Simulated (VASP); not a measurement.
A convergence study with VASP on Cu$_{3}$Au (L1_2): one setting is varied, all else stays as given below, so the limit is that of these other settings.

```yaml
crystal:
  lattice:
    - [3.75000, 0.00000, 0.00000]
    - [0.00000, 3.75000, 0.00000]
    - [0.00000, 0.00000, 3.75000]
  atoms:
    - { symbol: Cu, position: [0.00000, 0.50000, 0.50000] }
    - { symbol: Cu, position: [0.50000, 0.00000, 0.50000] }
    - { symbol: Cu, position: [0.50000, 0.50000, 0.00000] }
    - { symbol: Au, position: [0.00000, 0.00000, 0.00000] }
```

Method: PBE GGA, VASP's PBE PAW potentials (set 64) (plane waves; VASP). The tightest run used: 550 eV cut-off, 17×17×17 Γ-centred mesh, tetrahedra with Blöchl corrections, potentials Cu Au.

Question: The settings run are 3×3×3 mesh; 4×4×4 mesh; 5×5×5 mesh; 6×6×6 mesh; 7×7×7 mesh; 8×8×8 mesh; 9×9×9 mesh; 10×10×10 mesh; 11×11×11 mesh; 12×12×12 mesh; 13×13×13 mesh; 14×14×14 mesh; 15×15×15 mesh; 16×16×16 mesh; 17×17×17 mesh. From which on does the stress (every component) stay within 0.5 GPa of the tightest run?

Answer: From 4×4×4 mesh on: it is off by 0.42 there and by no more than 0.5 in any finer run, while 3×3×3 mesh is off by 1.92.
| setting | E (eV/atom) | pressure (GPa) | irreducible k-points | difference judged (GPa) |
|---|---|---|---|---|
| 3×3×3 mesh | -3.5675 | 5.81 | 4 | 1.92 |
| 4×4×4 mesh | -3.6347 | 3.48 | 10 | 0.42 |
| 5×5×5 mesh | -3.6337 | 3.58 | 10 | 0.32 |
| 6×6×6 mesh | -3.6346 | 3.74 | 20 | 0.16 |
| 7×7×7 mesh | -3.6460 | 3.81 | 20 | 0.09 |
| 8×8×8 mesh | -3.6399 | 3.79 | 35 | 0.11 |
| 9×9×9 mesh | -3.6447 | 3.83 | 35 | 0.07 |
| 10×10×10 mesh | -3.6435 | 3.78 | 56 | 0.11 |
| 11×11×11 mesh | -3.6431 | 3.87 | 56 | 0.03 |
| 12×12×12 mesh | -3.6439 | 3.85 | 84 | 0.05 |
| 13×13×13 mesh | -3.6431 | 3.88 | 84 | 0.02 |
| 14×14×14 mesh | -3.6437 | 3.88 | 120 | 0.02 |
| 15×15×15 mesh | -3.6433 | 3.89 | 120 | 0.01 |
| 16×16×16 mesh | -3.6432 | 3.90 | 165 | 0.00 |
| 17×17×17 mesh | -3.6433 | 3.90 | 165 | 0.00 |

Left out are rungs that failed or repeat a setting and relaxations that didn't move; long series are thinned to 24 rows.

The compound is Cu3Au in the L1_2 structure. The cell was not relaxed at this level.
